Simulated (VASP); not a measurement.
Output of a VASP run:

File OUTCAR:
```
 ion  position               nearest neighbor table
   1  0.000  0.000  0.000-   4 2.19   4 2.19   4 2.19   3 2.19   3 2.19   3 2.19   2 3.09   2 3.09
                             2 3.09   2 3.09   2 3.09   2 3.09
   2  0.500  0.500  0.500-   3 2.19   3 2.19   3 2.19   4 2.19   4 2.19   4 2.19   1 3.09   1 3.09
                             1 3.09   1 3.09   1 3.09   1 3.09
   3  0.250  0.250  0.250-   1 2.19   1 2.19   1 2.19   2 2.19   2 2.19   2 2.19
   4  0.750  0.750  0.750-   2 2.19   2 2.19   2 2.19   1 2.19   1 2.19   1 2.19
  LATTYP: Found a trigonal (rhomboedric) cell.
 ALAT       =     5.3562992205
 COS(alpha) =     0.8333333333
 Subroutine PRICEL returns following result:
  LATTYP: Found a face centered cubic cell.
 ALAT       =     4.3734000000
 Subroutine GETGRP returns: Found 12 space group operations
The static configuration has the point symmetry D_3d.
The dynamic configuration has the point symmetry D_3d.
The overall configuration has the point symmetry D_3d.
 Subroutine INISYM returns: Found 12 space group operations
 Subroutine IBZKPT returns following result:
 Found      6 irreducible k-points:

 Following reciprocal coordinates:
            Coordinates               Weight
  0.000000  0.000000  0.000000      1.000000
  0.333333  0.000000  0.000000      6.000000
  0.333333  0.333333  0.000000      6.000000
 -0.333333  0.333333  0.000000      6.000000
  0.333333  0.333333  0.333333      2.000000
 -0.333333  0.333333  0.333333      6.000000
   k-points           NKPTS =      6   k-points in BZ     NKDIM =      6   number of bands    NBANDS=     23
   number of dos      NEDOS =    301   number of ions     NIONS =      4
   total plane-waves  NPLWV =  46656
   dimension x,y,z NGX =    36 NGY =   36 NGZ =   36
   dimension x,y,z NGXF=    72 NGYF=   72 NGZF=   72
   ions per type =               2   2
   PREC   = accura    normal or accurate (medium, high low for compatibility)
   ISTART =      0    job   : 0-new  1-cont  2-samecut
   ICHARG =      2    charge: 1-file 2-atom 10-const
   ISPIN  =      2    spin polarized calculation?
   LNONCOLLINEAR =      F non collinear calculations
   LSORBIT =      F    spin-orbit coupling
   INIWAV =      1    electr: 0-lowe 1-rand  2-diag
   ENCUT  =  400.0 eV  29.40 Ry    5.42 a.u.   8.73  8.73  8.73*2*pi/ulx,y,z
   NELM   =    100;   NELMIN=  2; NELMDL= -5     # of ELM steps
   EDIFF  = 0.1E-05   stopping-criterion for ELM
   LREAL  =      F    real-space projection
   NLSPLINE    = F    spline interpolate recip. space projectors
   LMAXMIX     =    4 max onsite mixed and CHGCAR
   VOSKOWN=      0    Vosko Wilk Nusair interpolation
   EDIFFG = 0.1E-04   stopping-criterion for IOM
   NSW    =      0    number of steps for IOM
   NBLOCK =      1;   KBLOCK =      1    inner block; outer block
   IBRION =     -1    ionic relax: 0-MD 1-quasi-New 2-CG
   NFREE  =      0    steps in history (QN), initial steepest desc. (CG)
   ISIF   =      2    stress and relaxation
   ISYM   =      2    0-nonsym 1-usesym 2-fastsym
   TEIN   =    0.0    initial temperature
   TEBEG  =    0.0;   TEEND  =   0.0 temperature during run
   SMASS  =  -3.00    Nose mass-parameter (am)
   PSTRESS=    0.0 pullay stress
   NELECT =      38.0000    total number of electrons
   EFERMI =   0.00;   METHOD = LEGACY
   ISMEAR =    -1;   SIGMA  =   0.01  broadening in eV -4-tet -1-fermi 0-gaus
   IALGO  =     38    algorithm
   LDIAG  =      T    sub-space diagonalisation (order eigenvalues)
   IMIX   =      4    mixing-type and parameters
     AMIX     =   0.40;   BMIX     =  1.00
     AMIX_MAG =   1.60;   BMIX_MAG =  1.00
     AMIN     =   0.10
   GGA     = PE    functional components
   VOSKOWN =     0    Vosko Wilk Nusair interpolation
   LHFCALC =     F    Hartree Fock is set to
   LHFONE  =     F    Hartree Fock one center treatment
   AEXX    =    0.0000 exact exchange contribution
   IVDW    =     0    specifies the selected vdW correction
   LEPSILON=     F    determine dielectric tensor
   LRPA    =     F    only Hartree local field effects (RPA)
  energy-cutoff  :      400.00
  volume of cell :       41.82
      direct lattice vectors                 reciprocal lattice vectors
...
```

### OSZICAR
```
       N       E                     dE             d eps       ncg     rms          rms(c)
DAV:   1     0.394346199575E+03    0.39435E+03   -0.19473E+04   592   0.173E+03
DAV:   2     0.126439739061E+01   -0.39308E+03   -0.38577E+03   601   0.506E+02
DAV:   3    -0.367058500224E+02   -0.37970E+02   -0.37542E+02   691   0.157E+02
DAV:   4    -0.375793937883E+02   -0.87354E+00   -0.87074E+00   658   0.250E+01
DAV:   5    -0.375938991160E+02   -0.14505E-01   -0.14502E-01   622   0.344E+00    0.211E+01
DAV:   6    -0.329587097118E+02    0.46352E+01   -0.41469E+01   744   0.534E+01    0.166E+01
DAV:   7    -0.330362910556E+02   -0.77581E-01   -0.35068E+00   626   0.208E+01    0.110E+01
DAV:   8    -0.330284104404E+02    0.78806E-02   -0.10754E+00   664   0.783E+00    0.551E+00
DAV:   9    -0.330156049787E+02    0.12805E-01   -0.14325E-01   742   0.463E+00    0.905E-01
DAV:  10    -0.330208862049E+02   -0.52812E-02   -0.32614E-02   622   0.126E+00    0.318E-01
DAV:  11    -0.330208236395E+02    0.62565E-04   -0.16915E-03   680   0.322E-01    0.109E-01
DAV:  12    -0.330209374774E+02   -0.11384E-03   -0.11345E-04   622   0.859E-02    0.425E-02
DAV:  13    -0.330209561820E+02   -0.18705E-04   -0.26297E-05   601   0.427E-02    0.177E-02
DAV:  14    -0.330209614741E+02   -0.52921E-05   -0.66123E-06   622   0.239E-02    0.846E-03
DAV:  15    -0.330209615450E+02   -0.70874E-07   -0.74234E-07   318   0.770E-03
   1 F= -.33020962E+02 E0= -.33020962E+02  d E =-.954612E-11  mag=     0.0000
```

File OUTCAR:
```
------------------------ aborting loop because EDIFF is reached ----------------------------------------
  FORCE on cell =-STRESS in cart. coord.  units (eV):
  Direction    XX          YY          ZZ          XY          YZ          ZX
  --------------------------------------------------------------------------------------
  Total        0.4406619      0.4406619      0.4406619     -0.5827039     -0.5827039     -0.5827039
  in kB       16.8806249     16.8806249     16.8806249    -22.3218867    -22.3218867    -22.3218867
  external PRESSURE =      16.8806249 kB  Pullay stress =       0.0000000 kB
  volume of cell :       41.82
      direct lattice vectors                 reciprocal lattice vectors
     4.373400000  2.186700000  2.186700000     0.342982576 -0.114327525 -0.114327525
     2.186700000  4.373400000  2.186700000    -0.114327525  0.342982576 -0.114327525
     2.186700000  2.186700000  4.373400000    -0.114327525 -0.114327525  0.342982576
 POSITION                                       TOTAL-FORCE (eV/Angst)
 -----------------------------------------------------------------------------------
      0.00000      0.00000      0.00000         0.000000     -0.000000      0.000000
      4.37340      4.37340      4.37340        -0.000000     -0.000000     -0.000000
      2.18670      2.18670      2.18670        -0.000000      0.000000     -0.000000
      6.56010      6.56010      6.56010         0.000000      0.000000      0.000000
 -----------------------------------------------------------------------------------
    total drift:                                0.000000     -0.000000      0.000000
  FREE ENERGIE OF THE ION-ELECTRON SYSTEM (eV)
  ---------------------------------------------------
  free  energy   TOTEN  =       -33.0209615450 eV

  energy  without entropy=      -33.0209615449  energy(sigma->0) =      -33.02096154

 total charge

# of ion       s       p       d       tot
------------------------------------------
    1        0.206   6.192   5.010  11.408
    2        0.206   6.192   5.010  11.408
    3        1.585   3.459   0.000   5.044
    4        1.585   3.459   0.000   5.044
--------------------------------------------------
tot          3.581  19.302  10.021  32.905

 magnetization (x)

# of ion       s       p       d       tot
------------------------------------------
    1        0.016   0.015   4.267   4.298
    2       -0.016  -0.015  -4.267  -4.298
    3        0.000   0.000   0.000   0.000
    4        0.000   0.000   0.000   0.000
--------------------------------------------------
tot          0.000   0.000   0.000   0.000
```
(Selected blocks of OUTCAR.)

File POSCAR:
```
MnO
1
    4.3734000000     2.1867000000     2.1867000000
    2.1867000000     4.3734000000     2.1867000000
    2.1867000000     2.1867000000     4.3734000000
Mn O
2 2
Direct
  0.0000000000   0.0000000000   0.0000000000
  0.5000000000   0.5000000000   0.5000000000
  0.2500000000   0.2500000000   0.2500000000
  0.7500000000   0.7500000000   0.7500000000
```

**Question.** Reconstruct the remaining input files.

**Answer.** Several could match; the one computed here: the input of the run itself, PBE GGA, plane waves, VASP's PBE PAW potentials (set 64).

**INCAR**
```
# general
SYSTEM =MnO
PREC   =Accurate
ENCUT  =400   # plane-wave cut-off (eV)
LREAL  =F
LASPH  =T

# electronic loop
EDIFF  =1E-6
NELM   =100
ALGO   =Normal   # blocked Davidson
LMAXMIX=4   # l cut-off of mixed one-centre charges

# smearing
ISMEAR =-1   # Fermi-Dirac
SIGMA  =0.01

# functional
GGA    =PE

# spin
ISPIN  =2   # spin-polarised
MAGMOM =5.0 -5.0 2*0.0

# ions
ISIF   =2

# output
LWAVE  =F
LCHARG =F
LORBIT =11
```

### KPOINTS
```
Automatic mesh
0
Gamma
3 3 3
0 0 0
```

POTCAR, in this order: Mn_pv O (PBE.64 set). Program: vasp_std.

At this cut-off the stress carries a Pulay error, which pulls relaxed volumes low.

The structure is a typed MnO crystal. The cell was not relaxed at this level. The k-mesh is coarse (spacing up to 0.79 per Å, 2π included), so the numbers may not be converged in it. The run is one of a series of settings (KPOINTS 3×3×3 Γ-centred mesh against the base run), some of them coarse on purpose.
